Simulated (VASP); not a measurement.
Method: PBE GGA with D3 dispersion (Becke-Johnson damping), VASP's PBE PAW potentials (set 64) (plane waves; VASP 6.6.1).

The input files of a VASP run:

File POSCAR:
```
Ru
1
    1.3497337740    -2.3378076271     0.0000000000
    1.3497337740     2.3378076271     0.0000000000
    0.0000000000     0.0000000000     4.2598108786
Ru
2
Direct
  0.3333330000   0.6666670000   0.2500000000
  0.6666670000   0.3333330000   0.7500000000
```

File KPOINTS:
```
Automatic mesh
0
Gamma
15 15 9
0 0 0
```

**INCAR**
```
! general
SYSTEM =Ru
PREC   =Accurate
ENCUT  =520
LREAL  =.FALSE.
LASPH  =.TRUE.

! electronic loop
EDIFF  =1E-7
NELM   =100
ALGO   =Normal
LMAXMIX=4

! smearing
ISMEAR =1
SIGMA  =0.1

! functional
GGA    =PE
IVDW   =12

! ions
IBRION =2
NSW    =30
ISIF   =4
EDIFFG =-0.01

! output
LWAVE  =.FALSE.
LCHARG =.FALSE.
```

POTCAR, in this order: Ru_pv (PBE.64 set). Program: vasp_std.

### Question
Predict the energy per atom (σ→0), dispersion energy, band gap (on the k-mesh).

### Answer

```
Quantity                                                     Value
------------------------  ----------------------------------------
energy per atom (σ→0)                               -9.859 eV/atom
dispersion energy                                        -1.261 eV
band gap (on the k-mesh)  none (metal, semimetal or under 0.01 eV)
```

File OSZICAR:
```
...
DAV:   1    -0.184590070048E+02   -0.20512E-02   -0.71407E-02  4906   0.233E+00    0.261E-01
DAV:   2    -0.184574790377E+02    0.15280E-02   -0.21350E-03  4896   0.448E-01    0.109E-01
DAV:   3    -0.184571659340E+02    0.31310E-03   -0.10603E-03  5852   0.230E-01    0.240E-02
DAV:   4    -0.184571672541E+02   -0.13201E-05   -0.31585E-05  5812   0.659E-02    0.155E-02
DAV:   5    -0.184571676258E+02   -0.37171E-06   -0.29582E-06  6572   0.127E-02    0.694E-03
DAV:   6    -0.184571674054E+02    0.22044E-06   -0.57364E-07  4280   0.909E-03    0.718E-04
DAV:   7    -0.184571673939E+02    0.11500E-07   -0.34612E-08  2486   0.189E-03
   3 F= -.19718441E+02 E0= -.19717985E+02  d E =-.334902E-03
```

The compound is Ru in the hcp structure. This run relaxes it. Symmetry was kept, so distortions that lower it aren't found.
